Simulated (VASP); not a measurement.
VASP input:

### KPOINTS
```
Automatic mesh
0
Gamma
13 13 8
0 0 0
```

POSCAR:
```
Y
1
    1.8097685057    -3.1346112711     0.0000000000
    1.8097685057     3.1346112711     0.0000000000
    0.0000000000    -0.0000000000     5.5755257832
Y
2
Direct
  0.3333330000   0.6666670000   0.2500000000
  0.6666670000   0.3333330000   0.7500000000
```

### INCAR
```
# general
SYSTEM    =  Y
PREC      =  Accurate
ENCUT     =  520   # plane-wave cut-off (eV)
LREAL     =  .FALSE.   # projection in real space or not
LASPH     =  .TRUE.   # aspherical one-centre terms

# electronic loop
EDIFF     =  1E-7   # SCF stop (eV)
NELM      =  100   # most electronic steps
ALGO      =  Normal   # blocked Davidson
LMAXMIX   =  4

# smearing
ISMEAR    =  -5

# functional
GGA       =  MK
LUSE_VDW  =  .TRUE.
AGGAC     =  0.0
PARAM1    =  0.1234568
PARAM2    =  0.7114
ZAB_VDW   =  -1.8867

# ions
ISIF      =  2

# output
LWAVE     =  .FALSE.
LCHARG    =  .TRUE.
LORBIT    =  11   # lm-projected
NEDOS     =  601   # DOS grid
```

POTCAR, in this order: Y_sv (PBE.64 set). Program: vasp_std.

Problem. Write an equivalent input for Quantum ESPRESSO's pw.x.

Solution. One equivalent input (not run):
```
&CONTROL
  calculation = 'scf'
  pseudo_dir = './pseudo'
  outdir = './out'
  tprnfor = .true.
  tstress = .true.
/
&SYSTEM
  ibrav = 0
  nat = 2
  ntyp = 1
  ecutwfc = 72
  occupations = 'tetrahedra'
  input_dft = 'vdw-df2-b86r'
/
&ELECTRONS
  conv_thr = 7.3e-09
  electron_maxstep = 100
/
ATOMIC_SPECIES
  Y 88.906 Y.upf
CELL_PARAMETERS angstrom
     1.8097685   -3.1346113    0.0000000
     1.8097685    3.1346113    0.0000000
     0.0000000   -0.0000000    5.5755258
ATOMIC_POSITIONS crystal
  Y    0.3333330  0.6666670  0.2500000
  Y    0.6666670  0.3333330  0.7500000
K_POINTS automatic
  13 13 8 0 0 0
```
What does not carry over: the potentials are each code's own (VASP's PAW set, PseudoDojo norm-conserving files in pw.x), so ENCUT and ecutwfc are chosen apart and not converted; conv_thr bounds pw.x's estimated SCF error, while EDIFF bounds the energy change between steps.

The compound is Y in the hcp structure. It was relaxed first.
